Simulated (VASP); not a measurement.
Input:

```yaml
crystal:
  lattice:
    - [0.00000, 3.09060, 3.09060]
    - [3.09060, 0.00000, 3.09060]
    - [3.09060, 3.09060, 0.00000]
  atoms:
    - { symbol: In, position: [0.00000, 0.00000, 0.00000] }
    - { symbol: As, position: [0.25000, 0.25000, 0.25000] }
```

Calculation: PBE GGA, VASP's PBE PAW potentials (set 64) (plane waves; VASP 6.6.1). Numerical set-up: 400 eV cut-off, KSPACING 0.8 per Å, Gaussian smearing of 0.050 eV, potentials In_d As.

Give the stress tensor in GPa (positive for a compressed cell).

```
1.73  0.00  0.00
0.00  1.73  0.00
0.00  0.00  1.73
```
The pressure is its mean diagonal, 1.73 GPa.

The compound is InAs in the zinc blende structure. The cell was not relaxed at this level. The run is one of a series of settings (KGAMMA = .TRUE., KSPACING = 0.8, KPOINTS file removed against the base run), some of them coarse on purpose.
